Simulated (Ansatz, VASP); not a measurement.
# Cross-check of TaSi2 between VASP and Ansatz

Aim: how closely do two programs agree when they are given the same cell, functional and k mesh?

Method: plane waves, with VASP 6.6.1 beside it; single point at PBE, in Ansatz 0.2.0.

The database entry behind the starting cell has ideal inner coordinates that were not refined, so it need not match the best structure at ambient conditions.

### Step 1. The structure

The structure is hexagonal, space group P6_222 (No. 180). The conventional cell has a = 4.780 Å, b = 4.780 Å, c = 6.564 Å, α = 90.00°, β = 90.00°, γ = 120.00°. Nearest to Ta lie 10 Si at 2.59 to 2.76 Å. Nearest to Si lie 5 Si at 2.59 to 2.76 Å and 5 Ta at 2.59 to 2.76 Å. Farther neighbours are not listed.

Structure file:

```cif
data_structure
_symmetry_space_group_name_H-M 'P6_222'
_symmetry_Int_Tables_number 180
_cell_length_a 4.7800
_cell_length_b 4.7800
_cell_length_c 6.5640
_cell_angle_alpha 90.000
_cell_angle_beta 90.000
_cell_angle_gamma 120.000
_cell_volume 129.88
loop_
_atom_site_label
_atom_site_type_symbol
_atom_site_symmetry_multiplicity
_atom_site_Wyckoff_symbol
_atom_site_fract_x
_atom_site_fract_y
_atom_site_fract_z
_atom_site_occupancy
Ta1 Ta 3 d 0.00000 0.50000 0.16667 1
Si1 Si 6 j 0.33330 0.16665 0.16667 1
```

### Step 2. VASP: single point, PBE

A single point gives forces, pressure and levels at one fixed geometry, so differences don't come from the geometry; what else differs is listed under the comparison.

Lines of VASP's logs that name or quote its potential files are left out, and so is its time.

INCAR

```
SYSTEM = TaSi2
PREC = Accurate
ENCUT = 400
EDIFF = 1E-06
NELM = 100
ISMEAR = -1
SIGMA = 0.05
LREAL = .FALSE.
ALGO = Normal
GGA = PE
NBANDS = 37
LORBIT = 11
LWAVE = .FALSE.
LCHARG = .FALSE.
KPAR = 4
ISIF = 2
```

POSCAR

```
TaSi2
1.0
    4.7800000000      0.0000000000      0.0000000000
   -2.3900000000      4.1396014301      0.0000000000
    0.0000000000      0.0000000000      6.5640000000
Ta Si
3 6
Direct
    0.0000000000      0.5000000000      0.1666666667
    0.5000000000      0.5000000000      0.8333333333
    0.5000000000      0.0000000000      0.5000000000
    0.3333000000      0.1666500000      0.1666666667
    0.1666500000      0.8333500000      0.8333333333
    0.8333500000      0.6667000000      0.5000000000
    0.6667000000      0.8333500000      0.1666666667
    0.8333500000      0.1666500000      0.8333333333
    0.1666500000      0.3333000000      0.5000000000
```

KPOINTS

```
Automatic mesh
0
Gamma
7 7 4
0 0 0
```

PAW data sets: Ta_pv and Si (PBE family, release 64).

The run is started by

```
$ mpirun -np 4 vasp_std
```

Numbers of over 12 decimals in the logs are rounded to 6 here.

Log:

```text
[banner, memory and clock lines left out]
running    4 mpi-ranks, on    1 nodes
 distrk:  each k-point on    1 cores,    4 groups
 distr:  one band on    1 cores,    1 groups

 POSCAR found type information on POSCAR TaSi
 POSCAR found :  2 types and       9 ions
 LDA part: xc-table for (Slater+PW92), standard interpolation
 POSCAR, INCAR and KPOINTS ok, starting setup
 FFT: planning ... GRIDC
 FFT: planning ... GRID_SOFT
 FFT: planning ... GRID
 WAVECAR not read
 entering main loop
       N       E                     dE             d eps       ncg     rms          rms(c)
DAV:   1     0.342865781301E+03    0.34287E+03   -0.24410E+04  1800   0.119E+03
DAV:   2    -0.572452738146E+02   -0.40011E+03   -0.38985E+03  2056   0.329E+02
DAV:   3    -0.740574165506E+02   -0.16812E+02   -0.16541E+02  2296   0.615E+01
DAV:   4    -0.743478059532E+02   -0.29039E+00   -0.28867E+00  2248   0.808E+00
DAV:   5    -0.743523886023E+02   -0.45826E-02   -0.45786E-02  2160   0.104E+00    0.322E+01
DAV:   6    -0.723504078419E+02    0.20020E+01   -0.79610E+00  2228   0.131E+01    0.148E+01
DAV:   7    -0.721271533245E+02    0.22325E+00   -0.51397E-01  2208   0.367E+00    0.447E+00
DAV:   8    -0.721040275525E+02    0.23126E-01   -0.47716E-02  2302   0.106E+00    0.480E-01
DAV:   9    -0.721033832609E+02    0.64429E-03   -0.31475E-03  2288   0.298E-01    0.253E-01
DAV:  10    -0.721033527103E+02    0.30551E-04   -0.47817E-04  2209   0.127E-01    0.636E-02
DAV:  11    -0.721033424013E+02    0.10309E-04   -0.36734E-05  2296   0.298E-02    0.136E-02
DAV:  12    -0.721033401961E+02    0.22052E-05   -0.38774E-06  1896   0.102E-02    0.348E-03
DAV:  13    -0.721033391314E+02    0.10647E-05   -0.29518E-07  1272   0.293E-03    0.110E-03
DAV:  14    -0.721033389612E+02    0.17020E-06   -0.59980E-08  1233   0.113E-03
   1 F= -.72103339E+02 E0= -.72086482E+02  d E =-.337144E-01
```

Parts of OUTCAR (step 2):

```text
ion  position               nearest neighbor table
   1  0.000  0.500  0.167-   6 2.59   9 2.59   8 2.59   5 2.59   4 2.76   7 2.76   4 2.76   7 2.76
                             7 2.76   4 2.76   3 3.24   3 3.24   2 3.24   2 3.24
   2  0.500  0.500  0.833-   6 2.59   9 2.59   7 2.59   4 2.59   5 2.76   8 2.76   5 2.76   8 2.76
                             8 2.76   5 2.76   3 3.24   3 3.24   1 3.24   1 3.24
   3  0.500  0.000  0.500-   4 2.59   7 2.59   5 2.59   8 2.59   9 2.76   6 2.76   9 2.76   6 2.76
                             9 2.76   6 2.76   2 3.24   1 3.24   2 3.24   1 3.24
   4  0.333  0.167  0.167-   9 2.59   5 2.59   3 2.59   2 2.59   7 2.76   1 2.76   1 2.76   1 2.76
                             7 2.76   7 2.76
   5  0.167  0.833  0.833-   6 2.59   4 2.59   3 2.59   1 2.59   8 2.76   2 2.76   2 2.76   2 2.76
                             8 2.76   8 2.76
   6  0.833  0.667  0.500-   5 2.59   7 2.59   1 2.59   2 2.59   9 2.76   3 2.76   3 2.76   3 2.76
                             9 2.76   9 2.76
   7  0.667  0.833  0.167-   6 2.59   8 2.59   3 2.59   2 2.59   4 2.76   1 2.76   1 2.76   1 2.76
                             4 2.76   4 2.76
   8  0.833  0.167  0.833-   9 2.59   7 2.59   3 2.59   1 2.59   5 2.76   2 2.76   2 2.76   2 2.76
                             5 2.76   5 2.76
   9  0.167  0.333  0.500-   8 2.59   4 2.59   1 2.59   2 2.59   6 2.76   3 2.76   3 2.76   3 2.76
                             6 2.76   6 2.76

  LATTYP: Found a hexagonal cell.
 ALAT       =     4.7800000000
 C/A-ratio  =     1.3732217573

 Subroutine GETGRP returns: Found 12 space group operations
 (whereof  4 operations were pure point group operations)

The static configuration has the point symmetry D_2 .
 The point group associated with its full space group is D_6 .

 Found     24 irreducible k-points:

   k-points           NKPTS =     24   k-points in BZ     NKDIM =     24   number of bands    NBANDS=     37

   dimension x,y,z NGX =    32 NGY =   32 NGZ =   48
   dimension x,y,z NGXF=    64 NGYF=   64 NGZF=   96

   ENCUT  =  400.0 eV  29.40 Ry    5.42 a.u.   7.79  7.79 10.70*2*pi/ulx,y,z

   NELECT =      57.0000    total number of electrons

 k-points in reciprocal lattice and weights: Automatic mesh
   0.00000000  0.00000000  0.00000000       0.005
   0.14285714 -0.00000000  0.00000000       0.031
   0.28571429  0.00000000  0.00000000       0.031
   0.42857143 -0.00000000  0.00000000       0.031
   0.14285714  0.14285714  0.00000000       0.031
   0.28571429  0.14285714  0.00000000       0.061
   0.42857143  0.14285714  0.00000000       0.031
   0.28571429  0.28571429  0.00000000       0.031
   0.00000000  0.00000000  0.25000000       0.010
[...]
0.42857143  0.14285714  0.50000000       0.031
   0.28571429  0.28571429  0.50000000       0.031

 average (electrostatic) potential at core
       1 -33.1563       2 -33.1563       3 -33.1563       4 -80.2222       5 -80.2222
       6 -80.2222       7 -80.2222       8 -80.2222       9 -80.2222

 E-fermi :   9.4016

 k-point     1 :       0.0000    0.0000    0.0000
  band No.  band energies     occupation
    ...
     25       6.8851      2.00000
     26       7.1252      2.00000
     27       7.1252      2.00000
     28       7.1495      2.00000
     29       7.6017      2.00000
     30       9.9554      0.00003
     31      12.5276      0.00000
     32      12.5276      0.00000
     33      12.8346      0.00000
     34      12.9107      0.00000
    ...

 k-point     2 :       0.1429   -0.0000    0.0000
  band No.  band energies     occupation
    ...
     25       7.0686      2.00000
     26       7.1959      2.00000
     27       7.3186      2.00000
     28       7.5430      2.00000
     29       7.6089      2.00000
     30       9.9848      0.00002
     31      11.7956      0.00000
     32      12.1371      0.00000
     33      12.4627      0.00000
     34      12.7524      0.00000
    ...

 k-point     3 :       0.2857    0.0000    0.0000
  band No.  band energies     occupation
    ...
     25       7.3508      2.00000
     26       7.6076      2.00000
     27       7.7238      2.00000
     28       8.2238      2.00000
     29       8.2875      2.00000
     30       9.5118      0.19854
     31      11.1805      0.00000
     32      11.5583      0.00000
     33      11.8496      0.00000
     34      12.2223      0.00000
    ...

  Total        2.1136747      2.1136747      4.4694388      0.0000000     -0.0000000      0.0000000
  in kB       26.0731638     26.0731638     55.1326138      0.0000000     -0.0000000      0.0000000
  external PRESSURE =      35.7596471 kB  Pullay stress =       0.0000000 kB

  energy-cutoff  :      400.00
  volume of cell :      129.88
      direct lattice vectors                 reciprocal lattice vectors
     4.780000000  0.000000000  0.000000000     0.209205021  0.120784575  0.000000000
    -2.390000000  4.139601430  0.000000000     0.000000000  0.241569150  0.000000000
     0.000000000  0.000000000  6.564000000     0.000000000  0.000000000  0.152346130

 POSITION                                       TOTAL-FORCE (eV/Angst)
 -----------------------------------------------------------------------------------
     -1.19500      2.06980      1.09400        -0.000000      0.000000      0.000000
      1.19500      2.06980      5.47000        -0.000000      0.000000      0.000000
      2.39000      0.00000      3.28200        -0.000000     -0.000000     -0.000000
      1.19488      0.68986      1.09400        -0.683340     -0.394526     -0.000000
     -1.19512      3.44974      5.47000        -0.683340      0.394526     -0.000000
      2.39000      2.75987      3.28200         0.000000      0.789053     -0.000000
      1.19512      3.44974      1.09400         0.683340      0.394526     -0.000000
      3.58512      0.68986      5.47000         0.683340     -0.394526     -0.000000
     -0.00000      1.37973      3.28200        -0.000000     -0.789053     -0.000000
 -----------------------------------------------------------------------------------
    total drift:                               -0.000000      0.000000      0.000000

  FREE ENERGIE OF THE ION-ELECTRON SYSTEM (eV)
  ---------------------------------------------------
  free  energy   TOTEN  =       -72.1033389612 eV

  energy  without entropy=      -72.0696245473  energy(sigma->0) =      -72.08648175

 total charge
# of ion       s       p       d       tot
------------------------------------------
    1        0.290   6.197   2.539   9.025
    2        0.290   6.197   2.539   9.025
    3        0.290   6.197   2.539   9.025
    4        0.755   0.881   0.000   1.637
    5        0.755   0.881   0.000   1.637
    6        0.755   0.881   0.000   1.637
    7        0.755   0.881   0.000   1.637
    8        0.755   0.881   0.000   1.637
    9        0.755   0.881   0.000   1.637
--------------------------------------------------
tot          5.400  23.878   7.617  36.896

[... 3 further parts left out ...]
```

At this level the cell is under a pressure of 3.6 GPa, so at these settings it is away from equilibrium.

### Step 3. Ansatz: single point, PBE

Ansatz runs on its default PAW (the set named soft_2) files.

The same cell, functional, mesh and smearing now go to Ansatz, which takes its cutoff from its data sets.

input.yaml

```yaml
crystal:
  lattice:
    - [4.78, 0.0, 0.0]
    - [-2.39, 4.1396014301, 0.0]
    - [0.0, 0.0, 6.564]
  atoms:
    - { symbol: Ta, position: [0.0, 0.5, 0.1666666667] }
    - { symbol: Ta, position: [0.5, 0.5, 0.8333333333] }
    - { symbol: Ta, position: [0.5, 0.0, 0.5] }
    - { symbol: Si, position: [0.3333, 0.16665, 0.1666666667] }
    - { symbol: Si, position: [0.16665, 0.83335, 0.8333333333] }
    - { symbol: Si, position: [0.83335, 0.6667, 0.5] }
    - { symbol: Si, position: [0.6667, 0.83335, 0.1666666667] }
    - { symbol: Si, position: [0.83335, 0.16665, 0.8333333333] }
    - { symbol: Si, position: [0.16665, 0.3333, 0.5] }
hamiltonian:
  xc: pbe
  pseudopotentials: { kind: paw }
kpoints:
  mp_grid: { grid: [7, 7, 4] }
scf:
  occupations: { method: fermi_dirac, width: 0.05 }
  n_extra_bands: 6
output:
  forces: true
  stress: true
  eigenvalues: true
```

The run is started by

```
$ ansatz run input.yaml --threads 4 --pin off --max-ram 9216MiB --backend cpu --events-out ev --progress --plain --runs-dir out
```

Log:

```text
scf.n_extra_bands = 6 over 32 filled bands (N_el = 63.0): the run solves 38 bands
Engine: ansatz 0.2.0, aarch64-unknown-linux-gnu
Pseudopotentials: kind: paw
Pseudopotential: Ta, paw, valence charge 13, recommended cutoff 420 eV (normal), Ta.paw.azcp
Pseudopotential: Si, paw, valence charge 4, recommended cutoff 420 eV (normal), Si.paw.azcp
Functional definition: PBE
  parameter kappa = 0.804
  parameter beta = 0.066725
  exchange = pbe_x(kappa = kappa, mu = beta*pi^2/3)
  correlation = pbe_c(beta = beta)
Crystal: 9 atoms, lattice volume = 129.884 Å³
Basis set: ecut = 420 eV, 2523 PW (Γ), exchange–correlation on 64×64×90 points (8 copies of the dense FFT grid, shifted against one another)
Bands: 38, of which v1, the nominal top of the filled ones, is band 32 counted from 1 (31 counted from 0)
Symmetry: 12 space group operations
Space group: P6222 (ITA 180), of the structure as read, at distance tolerance 5.1e-5 Å
k-points: 24 of 196 (time reversal used)
Non-local potential: Ta, projectors of the file, l = 0: 3, l = 1: 2, l = 2: 2, l = 3: 1
Non-local potential: Si, projectors of the file, l = 0: 2, l = 1: 2, l = 2: 2
PAW form: soft (Blöchl's): semilocal exchange-correlation on the pseudo side does not see the compensation charge
PAW one-centre angular grid: Ta, 590 points (default); XC on 64 Gauss nodes
PAW one-centre angular grid: Si, 110 points (default); XC on 64 Gauss nodes
Initial density: superposition of atomic densities (neutral atoms: chi_scale 0, normalization atom), corrected by the library's trained network
Initial wavefunctions: pseudopotential atomic-orbital guess
Functional: x = pbe(κ = 0.804, μ = 0.219515), c = pbe(β = 0.066725)
SCF iter   1: F=—  HF=-33615.773554 eV  |F-HF|=—  |Δ(HF+E_count)|=         —  Δρ=3.93e-3  dr2=1.37e-2  ethr=1.77e-3  ⟨swp⟩=7.5  Hψ=4308  notcnv=0
preconditioner: auto → Kerker (q_TF=auto, 2.418 Å⁻¹)  [metal: Δε(μ)=0.036 eV  Ē_g=6.830 eV  σ=0.050 eV  W_gap=0.17  n_scr=22 (ndim 8)  ℏωp=20.3 eV  f_vac=0.000  D(μ)=4.17/eV (n_scr^D=22)]
SCF iter   2: F=—  HF=-33615.773905 eV  |F-HF|=—  |Δ(HF+E_count)|=   3.52e-4  Δρ=2.25e-3  dr2=4.46e-3  ethr=2.18e-5  ⟨swp⟩=2.1  Hψ=1344  notcnv=0  defer=2
SCF iter   3: F=—  HF=-33615.774275 eV  |F-HF|=—  |Δ(HF+E_count)|=   3.70e-4  Δρ=3.77e-4  dr2=2.27e-4  ethr=7.07e-6  ⟨swp⟩=2.4  Hψ=1313  notcnv=0  defer=2
SCF iter   4: F=—  HF=-33615.774237 eV  |F-HF|=—  |Δ(HF+E_count)|=   3.82e-5  Δρ=1.04e-4  dr2=1.28e-5  ethr=3.60e-7  ⟨swp⟩=2.2  Hψ=1309  notcnv=0  defer=2
SCF iter   5: F=—  HF=-33615.774167 eV  |F-HF|=—  |Δ(HF+E_count)|=   6.94e-5  Δρ=1.52e-5  dr2=3.52e-7  ethr=2.03e-8  ⟨swp⟩=2.0  Hψ=1357  notcnv=0  defer=2
SCF iter   6: F=-33615.774167 eV  HF=-33615.774167 eV  |F-HF|=2.52e-9  |Δ(HF+E_count)|=   4.69e-8  Δρ=2.67e-6  dr2=8.77e-9  ethr=1.59e-10  ⟨swp⟩=9.2  Hψ=3761  notcnv=0
SCF 1 converged in 6 iterations: F = -33615.774167 eV  dr2 = 8.77e-9
  greatest PAW one-centre occupation: 1.000 electrons in one spin orbital (limit 2), on the Ta atom at site 2 (counted from 0), in its partial waves of l = 0
SCF converged after 6 iterations
Free energy (F): -33615.774167 eV
Harris-Foulkes:  -33615.774167 eV  (|F-HF|=2.52e-9)
Internal energy: -33615.740511 eV  (E = F + TS)
E sigma→0 (E₀):  -33615.757339 eV
Entropy (-TS):   -0.033656 eV (-3.740 meV/atom)
Fermi energy:    15.247620 eV
--- Per-component energies (eV) ---
  E_band       = -252.619558
  E_kinetic    = 1363.291855
  E_local      = -2345.654344  (includes V_loc(G=0)·N_el)
  E_nonlocal   = 196.982228
  E_hartree    = 899.396461
  E_xc         = -998.831590
  E_vxc        = -909.340009  (∫ρ·V_xc dr)
  E_paw        = -28267.874021  (= ΣΔE_a)
  E_vpaw       = -356.695331  (= ΣTr[D̂ρ^β])
  E_aug_tail   = 0.000491  (compensation charges beyond the density's cutoff)
  E_ewald      = -4463.051592
  E_smearing   = -0.033656  (= −TS)
  E_closure    = -0.000000  (closes the sum)
  Σ components = -33615.774167   (vs F -33615.774167, Δ=0.00e0)
--- Forces (eV/Å), atoms counted from 1 ---
  atom   1  Ta    -0.00000000    -0.00000000     0.00000000
  atom   2  Ta    -0.00000000     0.00000000    -0.00000000
  atom   3  Ta    -0.00000000     0.00000000     0.00000000
  atom   4  Si    -0.68039537    -0.39282645     0.00000000
  atom   5  Si    -0.68039537     0.39282645    -0.00000000
  atom   6  Si     0.00000000     0.78565290     0.00000000
  atom   7  Si     0.68039537     0.39282645    -0.00000000
  atom   8  Si     0.68039537    -0.39282645     0.00000000
  atom   9  Si     0.00000000    -0.78565290    -0.00000000
  max |Σ_I F_I| component: 2.04e-16 eV/Å
--- Stress (GPa, compression-positive) ---
        2.548685      -0.000000       0.000000
       -0.000000       2.548685       0.000000
        0.000000       0.000000       5.413756
  P = ⅓ Tr σ = 3.5037 GPa (35.037 kbar)
--- Band table (eV; the first three rows and the last of 24) ---
  k-point 0: bands = [... 28 lower, 12.9681, 12.9681, 12.9955, 13.4454, 15.8044, 18.3744, 18.3744, 18.6785, ... 2 higher]
  k-point 1: bands = [... 28 lower, 13.2518, 13.3545, 13.3910, 14.1420, 16.5480, 17.6814, 18.0993, 18.5688, ... 2 higher]
  k-point 2: bands = [... 28 lower, 13.2099, 13.2099, 13.5586, 16.2885, 16.2885, 18.0446, 18.0446, 18.4298, ... 2 higher]
  k-point 23: bands = [... 28 lower, 14.1173, 14.7678, 14.7857, 15.2939, 16.3819, 16.8227, 17.1242, 17.4218, ... 2 higher]
```

Elapsed: 2.3 s, on 4 threads of Arm Neoverse V2, shared host; peak memory 0.42 GiB.

In the SCF lines HF is the Harris–Foulkes energy and dr2 the Hartree energy of the density residual, in eV; the loop may stop once dr2 is under the threshold and the program's other checks hold. Hψ counts applications of the Hamiltonian.

The run ends at a pressure of 3.50 GPa, with forces up to 0.79 eV/Å.

### Step 4. Differences

Known differences besides the potentials themselves: the data sets hold 63 valence electrons in Ansatz (default PAW (the set named soft_2) files) and 57 in VASP; the cutoff is 420 eV in Ansatz and 400 eV in VASP; VASP leaves aspherical gradient terms in its spheres out (LASPH is not set), Ansatz keeps them. Total energies have different zeros and are not compared.

Compared:

| quantity | Ansatz | VASP | difference |
| --- | --- | --- | --- |
| pressure (GPa) | 3.50 | 3.58 | -0.07 |

Forces (eV/Å; atoms numbered as in POSCAR):

| atom | Ansatz x, y, z | VASP x, y, z |
| --- | --- | --- |
| Ta1 | 0.000, 0.000, 0.000 | 0.000, 0.000, 0.000 |
| Ta2 | 0.000, 0.000, 0.000 | 0.000, 0.000, 0.000 |
| Ta3 | 0.000, 0.000, 0.000 | 0.000, 0.000, 0.000 |
| Si4 | -0.680, -0.393, 0.000 | -0.683, -0.395, 0.000 |
| Si5 | -0.680, 0.393, 0.000 | -0.683, 0.395, 0.000 |
| Si6 | 0.000, 0.786, 0.000 | 0.000, 0.789, 0.000 |
| Si7 | 0.680, 0.393, 0.000 | 0.683, 0.395, 0.000 |
| Si8 | 0.680, -0.393, 0.000 | 0.683, -0.395, 0.000 |
| Si9 | 0.000, -0.786, 0.000 | 0.000, -0.789, 0.000 |

The forces differ by 1.6 meV/Å r.m.s., which is 0.4 % of the r.m.s. force of 0.37 eV/Å (both taken over all components). Ansatz's pressure holds a Pulay correction of 0.05 GPa; VASP's holds none.

### Step 5. Results

```yaml
r_m_s_force_difference_single_point_pbe: 0.43 % of the r.m.s. force
```

What this shows: The r.m.s. force difference is 0.43 % of the r.m.s. force (single point, PBE), within the 3 % picked in this series as the mark of a large difference. How closely two codes agree says nothing of how well the functional describes the real material.

[Lines on the potential files, build, host, timing and source positions are cut from VASP's logs without a mark.]

[Logs are printed without paths, hosts, clocks, repeated set-up lines and the standing remarks that a program may print on its own settings, such as how far it seeks lower states.]

[Hosts, paths, dates, database ids (printed as entryN), source tags and the programs' standing remarks are cut or masked in the printed files.]
